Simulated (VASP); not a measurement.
OSZICAR of a VASP run on AlN (wurtzite):

### OSZICAR
```
       N       E                     dE             d eps       ncg     rms          rms(c)
DAV:   1     0.499076879018E+02    0.49908E+02   -0.74588E+03   576   0.118E+03
DAV:   2    -0.302552004426E+02   -0.80163E+02   -0.73368E+02   840   0.216E+02
DAV:   3    -0.342449159141E+02   -0.39897E+01   -0.39738E+01   764   0.533E+01
DAV:   4    -0.342795142486E+02   -0.34598E-01   -0.34593E-01   644   0.569E+00
DAV:   5    -0.342800548224E+02   -0.54057E-03   -0.54052E-03   744   0.729E-01    0.118E+01
DAV:   6    -0.297279689264E+02    0.45521E+01   -0.17149E+01   696   0.312E+01    0.414E+00
DAV:   7    -0.297513804983E+02   -0.23412E-01   -0.59980E-01   628   0.615E+00    0.282E+00
DAV:   8    -0.297446243981E+02    0.67561E-02   -0.81566E-02   628   0.303E+00    0.510E-01
DAV:   9    -0.297395877954E+02    0.50366E-02   -0.21186E-02   724   0.107E+00    0.249E-01
DAV:  10    -0.297401971795E+02   -0.60938E-03   -0.25589E-03   668   0.383E-01    0.134E-01
DAV:  11    -0.297401202290E+02    0.76951E-04   -0.22230E-04   676   0.119E-01    0.356E-02
DAV:  12    -0.297401222766E+02   -0.20476E-05   -0.97498E-06   632   0.317E-02    0.999E-03
DAV:  13    -0.297401219756E+02    0.30100E-06   -0.70493E-06   704   0.195E-02
   1 F= -.29740122E+02 E0= -.29740122E+02  d E =-.201871E-17
```

Q: Which electronic solver shows in the log?

A: It is blocked Davidson (ALGO = Normal, or the opening steps of other solvers). The INCAR had ALGO = Normal.

Q: Can the final energy be trusted as converged?

A: Self-consistency was reached. It stopped with EDIFF = 1E-6, NELM = 100 (PBE GGA, plane waves, VASP's PBE PAW potentials (set 64)).

The compound is AlN in the wurtzite structure. The cell was not relaxed at this level.
